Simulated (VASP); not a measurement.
# SnPt with and without spin-orbit coupling, part 2 of 4

What does spin-orbit coupling change in SnPt, and what does it cost? All runs use PBEsol. Left out of this account: 1 further run (fields: a reference on another mesh). The start is a cell from a database of measured crystal structures.

VASP 6.6.1, plane waves and PAW; the level of theory is named at each step.

Still holding for the runs below: The k-mesh is coarse for a metal.

So far. Step 2 (Bands along the symmetry lines (PBEsol)): There is no gap at this level.

## (3) Band structure (PBEsol + SOC)

This step: PBEsol, spin-orbit coupling; plane waves and PAW (Sn_d, Pt) (VASP 6.6.1).

The mesh alone shows little of the dispersion and can miss band extrema, so KPOINTS_OPT adds a path through the symmetry points after the self-consistent cycle. Spin-orbit coupling needs spinors and the noncollinear program, where each band holds one electron.

The input, INCAR:

```
SYSTEM = SnPt
PREC = Accurate
ENCUT = 400
EDIFF = 1E-06
NELM = 100
ISMEAR = -1
SIGMA = 0.05
LREAL = .FALSE.
ALGO = Normal
GGA = PS
LNONCOLLINEAR = .TRUE.
MAGMOM = 0 0 0 0 0 0 0 0 0 0 0 0
NBANDS = 60
GGA_COMPAT = .FALSE.
LASPH = .TRUE.
LSORBIT = .TRUE.
LMAXMIX = 4
LORBIT = 11
LWAVE = .FALSE.
LCHARG = .FALSE.
KPAR = 4
```

The input, POSCAR:

```
SnPt
1.0
    4.1014000000      0.0000000000      0.0000000000
   -2.0507000000      3.5519165911      0.0000000000
    0.0000000000      0.0000000000      5.4405000000
Sn Pt
2 2
Direct
    0.3333333333      0.6666666667      0.2500000000
    0.6666666667      0.3333333333      0.7500000000
    0.0000000000      0.0000000000      0.0000000000
    0.0000000000      0.0000000000      0.5000000000
```

The input, KPOINTS:

```
Automatic mesh
0
Gamma
7 7 5
0 0 0
```

The input, KPOINTS_OPT:

```
Line mode
16
Line-mode
Reciprocal
  0.00000000   0.00000000   0.00000000 GAMMA
  0.50000000   0.00000000   0.00000000 M

  0.50000000   0.00000000   0.00000000 M
  0.33333333   0.33333333   0.00000000 K

  0.33333333   0.33333333   0.00000000 K
  0.00000000   0.00000000   0.00000000 GAMMA

  0.00000000   0.00000000   0.00000000 GAMMA
  0.00000000   0.00000000   0.50000000 A

  0.00000000   0.00000000   0.50000000 A
  0.50000000   0.00000000   0.50000000 L

  0.50000000   0.00000000   0.50000000 L
  0.33333333   0.33333333   0.50000000 H

  0.33333333   0.33333333   0.50000000 H
  0.00000000   0.00000000   0.50000000 A

  0.50000000   0.00000000   0.50000000 L
  0.50000000   0.00000000   0.00000000 M

  0.33333333   0.33333333   0.00000000 K
  0.33333333   0.33333333   0.50000000 H
```

PAW data sets: Sn_d and Pt (PBE family, release 64).

Started as:

```bash
mpirun -np 4 vasp_ncl
```

Log:

```text
[banner, memory and clock lines left out]
running    4 mpi-ranks, on    1 nodes
 distrk:  each k-point on    1 cores,    4 groups
 distr:  one band on    1 cores,    1 groups

 POSCAR found type information on POSCAR SnPt
 POSCAR found :  2 types and       4 ions
 [... a notice as in an earlier step ...]

 LDA part: xc-table for (Slater+PW92), standard interpolation
 POSCAR, INCAR and KPOINTS ok, starting setup
 FFT: planning ... GRIDC
 FFT: planning ... GRID_SOFT
 FFT: planning ... GRID
 WAVECAR not read
 entering main loop
       N       E                     dE             d eps       ncg     rms          rms(c)
DAV:   1     0.531160918007E+03    0.53116E+03   -0.18401E+04  3192   0.205E+03
DAV:   2     0.665449529847E+02   -0.46462E+03   -0.44464E+03  2888   0.612E+02
DAV:   3    -0.205024560150E+02   -0.87047E+02   -0.81502E+02  3056   0.203E+02
DAV:   4    -0.262163691989E+02   -0.57139E+01   -0.55846E+01  3420   0.571E+01
DAV:   5    -0.263900218975E+02   -0.17365E+00   -0.17317E+00  3492   0.100E+01    0.146E+01
DAV:   6    -0.256664180160E+02    0.72360E+00   -0.26261E+00  3132   0.110E+01    0.700E+00
DAV:   7    -0.255497945592E+02    0.11662E+00   -0.21538E-01  3728   0.522E+00    0.420E+00
DAV:   8    -0.255208860449E+02    0.28909E-01   -0.47677E-02  3620   0.167E+00    0.150E+00
DAV:   9    -0.255169460043E+02    0.39400E-02   -0.90290E-03  3648   0.749E-01    0.241E-01
DAV:  10    -0.255166237359E+02    0.32227E-03   -0.18421E-03  3804   0.525E-01    0.770E-02
DAV:  11    -0.255166264162E+02   -0.26804E-05   -0.11427E-04  3244   0.926E-02    0.344E-02
DAV:  12    -0.255166233782E+02    0.30380E-05   -0.13479E-05  3816   0.455E-02    0.171E-02
DAV:  13    -0.255166240013E+02   -0.62304E-06   -0.23708E-06  2900   0.158E-02
   1 F= -.25516624E+02 E0= -.25508240E+02  d E =-.167673E-01  mag=    -0.0000    -0.0000     0.0000
 Start KPOINTS_OPT (optional k-point list driver)
k-point batch [1-24\144]
       N       E                     dE             ncg
DAV:   1     0.117548057025E+05   -0.61211E+04     3172
DAV:   2     0.390254613259E+03   -0.11365E+05     2912
DAV:   3    -0.167883569023E+04   -0.20691E+04     3040
DAV:   4    -0.181703403308E+04   -0.13820E+03     3400
DAV:   5    -0.182152319921E+04   -0.44892E+01     3608
DAV:   6    -0.182173260361E+04   -0.20940E+00     3920
DAV:   7    -0.182174017135E+04   -0.75677E-02     4056
DAV:   8    -0.182174028310E+04   -0.11175E-03     3888
DAV:   9    -0.182174028455E+04   -0.14430E-05     2292
DAV:  10    -0.182174028477E+04   -0.22450E-06     2052
[...]
k-point batch [121-144\144]
       N       E                     dE             ncg
DAV:   1     0.115700871698E+05   -0.20036E+05     3168
DAV:   2     0.236840373613E+03   -0.11333E+05     2936
DAV:   3    -0.177869953254E+04   -0.20155E+04     3128
DAV:   4    -0.189995351371E+04   -0.12125E+03     3288
DAV:   5    -0.190364283546E+04   -0.36893E+01     3540
DAV:   6    -0.190380368707E+04   -0.16085E+00     3860
DAV:   7    -0.190380893990E+04   -0.52528E-02     3956
DAV:   8    -0.190380909125E+04   -0.15135E-03     3784
DAV:   9    -0.190380909325E+04   -0.19943E-05     2108
DAV:  10    -0.190380909345E+04   -0.20005E-06     1856
```

The job ended after 3.3 min (4 MPI ranks of Intel Xeon Platinum 8259CL at 2.50GHz (Skylake/Cascade Lake), shared host; peak memory 1.7 GiB; 13 min of CPU time).

Parts of OUTCAR (step 3):

```text
 Found     24 irreducible k-points:

   k-points           NKPTS =     24   k-points in BZ     NKDIM =     24   number of bands    NBANDS=     60

   NELECT =      48.0000    total number of electrons

 E-fermi :   9.7892

 k-point     1 :       0.0000    0.0000    0.0000
  band No.  band energies     occupation
    ...
     40       6.9909      1.00000
     41       7.6169      1.00000
     42       7.6169      1.00000
     43       8.1614      1.00000
     44       8.1614      1.00000
     45      11.0056      0.00000
     46      11.0056      0.00000
     47      11.0647      0.00000
     48      11.0647      0.00000
     49      12.0477      0.00000
    ...

 k-point     2 :       0.1429    0.0000    0.0000
  band No.  band energies     occupation
    ...
     42       7.5963      1.00000
     43       8.1280      1.00000
     44       8.1280      1.00000
     45       9.7783      0.55407
     46       9.7783      0.55407
     47      10.8839      0.00000
     48      10.8839      0.00000
     49      11.0499      0.00000
     50      11.0499      0.00000
     51      13.0609      0.00000
    ...

  Total        0.6876412      0.6876412      0.3307560      0.0000000      0.0000000     -0.0000000
  in kB       13.9007678     13.9007678      6.6862813      0.0000000      0.0000000     -0.0000000
  external PRESSURE =      11.4959390 kB  Pullay stress =       0.0000000 kB

 POSITION                                       TOTAL-FORCE (eV/Angst)
 -----------------------------------------------------------------------------------
     -0.00000      2.36794      1.36013        -0.000000      0.000000      0.000000
      2.05070      1.18397      4.08038         0.000000     -0.000000      0.000000
      0.00000      0.00000      0.00000         0.000000      0.000000      0.000000
      0.00000      0.00000      2.72025         0.000000      0.000000      0.000000
 -----------------------------------------------------------------------------------
    total drift:                               -0.000000      0.000000     -0.000000

  FREE ENERGIE OF THE ION-ELECTRON SYSTEM (eV)
  ---------------------------------------------------
  free  energy   TOTEN  =       -25.5166240013 eV

  energy  without entropy=      -25.4998566787  energy(sigma->0) =      -25.50824034

 Spin-Orbit-Coupling matrix elements
 Ion:    1  E_soc:     -0.1052060
 Ion:    2  E_soc:     -0.1052060
 Ion:    3  E_soc:     -0.6511891
 Ion:    4  E_soc:     -0.6511891

 total charge
# of ion       s       p       d       tot
------------------------------------------
    1        1.112   1.144  10.069  12.325
    2        1.112   1.144  10.069  12.325
    3        0.693   0.613   8.162   9.468
    4        0.693   0.613   8.162   9.468
--------------------------------------------------
tot          3.610   3.515  36.462  43.586

 magnetization (x)
# of ion       s       p       d       tot
------------------------------------------
    1        0.000   0.000   0.000   0.000
    2       -0.000   0.000  -0.000   0.000
    3       -0.000   0.000  -0.000  -0.000
    4        0.000   0.000   0.000   0.000
--------------------------------------------------
tot         -0.000   0.000   0.000   0.000

 magnetization (y)
# of ion       s       p       d       tot
------------------------------------------
    1        0.000  -0.000   0.000  -0.000
    2        0.000  -0.000   0.000  -0.000
    3       -0.000  -0.000  -0.000  -0.000
    4        0.000   0.000   0.000   0.000
--------------------------------------------------
tot         -0.000  -0.000  -0.000  -0.000

 magnetization (z)
# of ion       s       p       d       tot
------------------------------------------
    1        0.000   0.000   0.000   0.000
    2        0.000   0.000   0.000   0.000
    3        0.000  -0.000   0.000  -0.000
    4        0.000  -0.000   0.000  -0.000
--------------------------------------------------
tot          0.000  -0.000   0.000  -0.000

[... 8 parts as in an earlier step ...]

[... 5 further parts left out ...]
```

Numbers from this step:

| Property | Result |
| --- | --- |
| bands | 60 |
| free energy (TOTEN) | -25.52 eV |
| energy at zero smearing | -25.51 eV |
| Fermi energy | 9.789 eV |
| pressure | 1.150 GPa |

On-site spin-orbit energy by atom:

| atom | on-site spin-orbit energy (eV) |
| --- | --- |
| Sn1 | -0.105 |
| Sn2 | -0.105 |
| Pt3 | -0.651 |
| Pt4 | -0.651 |

Electronic bands along the path, in eV, zero at the Fermi level; # counts the bands kept, so #1 is VASP's band 21:

```csv
point,#25,#26,#27,#28,#29,#30,#31,#32
Γ,1.22,1.22,1.28,1.28,2.26,2.26,3.76,3.76
0.47 of the way,-1.26,-1.26,0.36,0.36,0.79,0.79,2.71,2.71
M,-1.87,-1.87,-1.66,-1.66,-1.43,-1.43,1.13,1.13
0.47 of the way,-1.69,-1.69,-1.57,-1.57,-0.96,-0.96,1.75,1.75
K,-1.62,-1.62,-1.07,-1.07,0.60,0.60,0.63,0.63
0.53 of the way,-1.60,-1.60,-0.22,-0.22,0.65,0.65,3.63,3.63
Γ,1.22,1.22,1.28,1.28,2.26,2.26,3.76,3.76
0.53 of the way,0.44,0.44,2.17,2.17,3.16,3.16,3.20,3.20
A,1.04,1.04,1.04,1.04,3.81,3.81,3.81,3.81
0.47 of the way,0.38,0.38,0.38,0.38,2.44,2.44,2.44,2.44
L,-2.33,-2.33,-2.33,-2.33,1.68,1.68,1.68,1.68
0.47 of the way,-2.02,-2.02,-1.96,-1.96,0.25,0.25,0.35,0.35
H,-1.36,-1.36,-1.25,-1.25,-1.04,-1.04,-0.96,-0.96
0.53 of the way,0.17,0.17,0.30,0.30,1.00,1.00,1.35,1.35
A,1.04,1.04,1.04,1.04,3.81,3.81,3.81,3.81
jump to L,-2.33,-2.33,-2.33,-2.33,1.68,1.68,1.68,1.68
0.47 of the way,-2.14,-2.14,-2.04,-2.04,-0.01,-0.01,2.23,2.23
M,-1.87,-1.87,-1.66,-1.66,-1.43,-1.43,1.13,1.13
jump to K,-1.62,-1.62,-1.07,-1.07,0.60,0.60,0.63,0.63
0.53 of the way,-1.71,-1.71,-1.58,-1.58,-0.39,-0.39,-0.28,-0.28
H,-1.36,-1.36,-1.25,-1.25,-1.04,-1.04,-0.96,-0.96
```

Of the projections kept (Sn, Pt), the largest for each band there; the rest of the weight can lie on other orbitals:

| point | #25 | #26 | #27 | #28 | #29 | #30 | #31 | #32 |
| --- | --- | --- | --- | --- | --- | --- | --- | --- |
| Γ | Sn 0.60 | Sn 0.60 | Pt 0.92 | Pt 0.92 | Sn 0.65 | Sn 0.65 | Sn 0.66 | Sn 0.66 |
| M | Sn 0.69 | Sn 0.69 | Pt 0.98 | Pt 0.98 | Sn 0.64 | Sn 0.64 | Pt 0.60 | Pt 0.60 |
| K | Pt 0.97 | Pt 0.97 | Pt 0.56 | Pt 0.56 | Pt 0.51 | Pt 0.51 | Pt 0.61 | Pt 0.61 |
| Γ | Sn 0.60 | Sn 0.60 | Pt 0.92 | Pt 0.92 | Sn 0.65 | Sn 0.65 | Sn 0.66 | Sn 0.66 |
| A | Sn 0.72 | Sn 0.72 | Sn 0.72 | Sn 0.72 | Pt 0.52 | Pt 0.52 | Pt 0.52 | Pt 0.52 |
| L | Pt 0.89 | Pt 0.89 | Pt 0.89 | Pt 0.89 | Pt 0.55 | Pt 0.55 | Pt 0.55 | Pt 0.55 |

There is no gap at this level. Without the coupling there was no gap either. The run took 4.2 times the core time, with 60 spinor bands against 38.

Of the bands kept, 8 cross the Fermi level on this path (spinor bands, one electron each).

## (4) Total and projected DOS (PBEsol)

This step: PBEsol; plane waves and PAW (Sn_d, Pt) (VASP 6.6.1).

Here the states are counted by energy and projected on the atoms.

The input, INCAR:

```
SYSTEM = SnPt
PREC = Accurate
ENCUT = 400
EDIFF = 1E-06
NELM = 100
ISMEAR = -5
SIGMA = 0.05
LREAL = .FALSE.
ALGO = Normal
GGA = PS
NBANDS = 38
LASPH = .TRUE.
LORBIT = 11
LWAVE = .FALSE.
LCHARG = .FALSE.
KPAR = 4
NEDOS = 2001
```

POSCAR is that of step 3.

KPOINTS is that of step 3.

Started as:

```bash
mpirun -np 4 vasp_std
```

Log:

```text
[... set-up lines as in an earlier step ...]
 entering main loop
       N       E                     dE             d eps       ncg     rms          rms(c)
DAV:   1     0.434441160178E+03    0.43444E+03   -0.18371E+04  2068   0.161E+03
DAV:   2     0.312111057599E+02   -0.40323E+03   -0.37216E+03  1856   0.460E+02
DAV:   3    -0.235443288880E+02   -0.54755E+02   -0.53214E+02  2018   0.135E+02
DAV:   4    -0.255514001167E+02   -0.20071E+01   -0.20032E+01  2160   0.279E+01
DAV:   5    -0.256105495402E+02   -0.59149E-01   -0.59172E-01  2342   0.486E+00    0.128E+01
DAV:   6    -0.249198224199E+02    0.69073E+00   -0.16654E+00  2064   0.825E+00    0.559E+00
DAV:   7    -0.248030845912E+02    0.11674E+00   -0.14465E-01  2486   0.426E+00    0.302E+00
DAV:   8    -0.247722288965E+02    0.30856E-01   -0.56829E-02  2370   0.158E+00    0.349E-01
DAV:   9    -0.247713145037E+02    0.91439E-03   -0.36028E-03  2476   0.608E-01    0.149E-01
DAV:  10    -0.247712263604E+02    0.88143E-04   -0.60200E-04  2508   0.229E-01    0.367E-02
DAV:  11    -0.247712144975E+02    0.11863E-04   -0.33739E-05  2172   0.516E-02    0.997E-03
DAV:  12    -0.247712175578E+02   -0.30603E-05   -0.25346E-06  1900   0.123E-02    0.288E-03
DAV:  13    -0.247712180124E+02   -0.45465E-06   -0.36996E-07  1244   0.466E-03
   1 F= -.24771218E+02 E0= -.24771218E+02  d E =0.000000E+00
 -----------------------------------------------------------------------------
|                                                                             |
|           W    W    AA    RRRRR   N    N  II  N    N   GGGG   !!!           |
|           W    W   A  A   R    R  NN   N  II  NN   N  G    G  !!!           |
|           W    W  A    A  R    R  N N  N  II  N N  N  G       !!!           |
|           W WW W  AAAAAA  RRRRR   N  N N  II  N  N N  G  GGG   !            |
|           WW  WW  A    A  R   R   N   NN  II  N   NN  G    G                |
|           W    W  A    A  R    R  N    N  II  N    N   GGGG   !!!           |
|                                                                             |
|     Tetrahedron method does not include variations of the Fermi             |
|     occupations, so forces and stress will be inaccurate. We suggest        |
|     using a different smearing scheme ISMEAR = 1 or 2 for metals in         |
|     relaxations.                                                            |
|                                                                             |
 -----------------------------------------------------------------------------
```

It took 13 s on 4 MPI ranks; peak memory 0.76 GiB; 50 s of CPU time.

OUTCAR, selected parts (step 4):

```text
 Found     24 irreducible k-points:

   NELECT =      48.0000    total number of electrons

 E-fermi :   9.7838

 k-point     1 :       0.0000    0.0000    0.0000
  band No.  band energies     occupation
    ...
     18       5.6153      2.00000
     19       6.5559      2.00000
     20       6.5559      2.00000
     21       7.8701      2.00000
     22       7.8701      2.00000
     23      11.0608      0.00000
     24      11.5941      0.00000
     25      11.5941      0.00000
     26      13.5946      0.00000
     27      14.6348      0.00000
    ...

 k-point     2 :       0.1429    0.0000    0.0000
  band No.  band energies     occupation
    ...
     19       6.3856      2.00000
     20       6.6281      2.00000
     21       7.8349      2.00000
     22       7.8739      2.00000
     23       9.9193      0.88492
     24      10.9169     -0.07088
     25      10.9553      0.00000
     26      13.0918      0.00000
     27      14.6326      0.00000
     28      15.1857      0.00000
    ...

  Total        0.8166564      0.8166564      0.7039856      0.0000000     -0.0000000      0.0000000
  in kB       16.5088287     16.5088287     14.2311725      0.0000000     -0.0000000      0.0000000
  external PRESSURE =      15.7496100 kB  Pullay stress =       0.0000000 kB

 POSITION                                       TOTAL-FORCE (eV/Angst)
 -----------------------------------------------------------------------------------
     -0.00000      2.36794      1.36013        -0.000000      0.000000      0.000000
      2.05070      1.18397      4.08038         0.000000     -0.000000      0.000000
      0.00000      0.00000      0.00000        -0.000000      0.000000      0.000000
      0.00000      0.00000      2.72025        -0.000000      0.000000      0.000000
 -----------------------------------------------------------------------------------
    total drift:                               -0.000000      0.000000     -0.000000

  FREE ENERGIE OF THE ION-ELECTRON SYSTEM (eV)
  ---------------------------------------------------
  free  energy   TOTEN  =       -24.7712180124 eV

  energy  without entropy=      -24.7712180124  energy(sigma->0) =      -24.77121801

 total charge
# of ion       s       p       d       tot
------------------------------------------
    1        1.119   1.136  10.068  12.323
    2        1.119   1.136  10.068  12.323
    3        0.698   0.594   8.183   9.474
    4        0.698   0.594   8.183   9.474
--------------------------------------------------
tot          3.632   3.460  36.501  43.593

[... 9 parts as in an earlier step ...]

[... 5 further parts left out ...]
```

With tetrahedra the forces and stress of a metal are not exact derivatives of the energy.

Numbers from this step:

| Item | Value |
| --- | --- |
| bands | 38 |
| free energy (TOTEN) | -24.77 eV |
| Fermi energy | 9.784 eV |
| pressure | 1.575 GPa |
| DOS at the Fermi level | 1.494 states/eV/cell |

The density of states has structure finer than the step of the table below, so its rows give means over 0.5 eV, whole bins alone (the curve runs from -12.0 to 5.42 eV). Peaks (eV: height): total -5.38: 9.40, -4.58: 7.20, -3.63: 9.87, -3.15: 11.5; Pt d -5.38: 5.44, -3.63: 7.08, -3.15: 9.14, -2.92: 6.01; Sn p -5.38: 1.44, -4.58: 0.712, -4.03: 0.551, -3.63: 0.626; Pt p -8.16: 0.374, -3.63: 0.481, -2.52: 0.27, -1.41: 0.268; Pt s -5.38: 0.399, -4.58: 0.303, -3.63: 0.296, -3.07: 0.350.

States under -12.0 eV and over 5.4 eV are left out. Density of states against energy, zero at the Fermi level; means over each step; values in states/eV/cell:

```
energy (eV)   total     Pt d     Sn p     Pt p     Pt s     Sn s
      -11.5  0.0153        0   6.1e-5   8.6e-5  0.00408  0.00627
      -11.0   0.257   7.1e-4  0.00312  0.00344   0.0655    0.105
      -10.5   0.487  0.00390  0.00995   0.0115    0.115    0.198
      -10.0   0.618   0.0131   0.0163   0.0205    0.131    0.254
       -9.5   0.763   0.0377   0.0231   0.0303    0.140    0.318
       -9.0    1.27    0.119   0.0375   0.0537    0.187    0.546
       -8.5    1.77    0.251   0.0320   0.0914    0.148    0.838
       -8.0    2.48    0.517   0.0253    0.136   0.0548     1.24
       -7.5   0.271   0.0619  0.00668   0.0146  0.00965    0.127
       -7.0   0.265   0.0949   0.0237  0.00777   0.0540   0.0399
       -6.5   0.888    0.367   0.0985   0.0280    0.178   0.0617
       -6.0    1.56    0.682    0.198   0.0617    0.252   0.0719
       -5.5    4.76     2.68    0.700    0.131    0.275   0.0592
       -5.0    4.07     2.60    0.491    0.108    0.128   0.0239
       -4.5    4.51     3.01    0.474    0.116    0.178   0.0305
       -4.0    4.44     3.14    0.429    0.114   0.0800   0.0450
       -3.5    6.61     4.86    0.390    0.243    0.163   0.0684
       -3.0    7.63     6.10    0.227    0.165    0.223   0.0550
       -2.5    3.76     2.79    0.198    0.201   0.0904   0.0575
       -2.0    3.73     2.86    0.188    0.161   0.0656   0.0767
       -1.5    1.79    0.882    0.244    0.183   0.0646   0.0842
       -1.0    1.42    0.596    0.240    0.163   0.0559   0.0630
       -0.5    1.63    0.621    0.311    0.193   0.0542   0.0684
        0.0    1.61    0.596    0.316    0.193   0.0544   0.0790
        0.5    1.64    0.593    0.323    0.175   0.0750    0.118
        1.0    1.18    0.399    0.259    0.151   0.0358   0.0647
        1.5    1.53    0.442    0.338    0.178   0.0569    0.155
        2.0    1.59    0.445    0.337    0.169   0.0632    0.197
        2.5    1.10    0.293    0.233    0.112   0.0655    0.120
        3.0    2.05    0.476    0.469    0.189    0.151    0.193
        3.5    1.42    0.290    0.339    0.114    0.101    0.140
        4.0    1.55    0.278    0.400    0.123    0.116    0.125
        4.5    1.87    0.301    0.521    0.151    0.133    0.105
        5.0    1.89    0.297    0.500    0.139    0.162   0.0733
```

Of the states within 0.3 eV of the Fermi level, the largest shares in the PAW spheres are Pt d 37 %, Sn p 20 % and Pt p 12 %. The rest lies in smaller channels or between the spheres.

[end of part 2 of 4]

[Lines on the potential files, build, host, timing and source positions are cut from VASP's logs without a mark.]

[Logs are printed without paths, hosts, clocks, repeated set-up lines and the standing remarks that a program may print on its own settings, such as how far it seeks lower states.]

[Hosts, paths, dates, database ids (printed as entryN), source tags and the programs' standing remarks are cut or masked in the printed files.]

[A measured line is paired with the nearest computed mode of its activity, which favours agreement.]
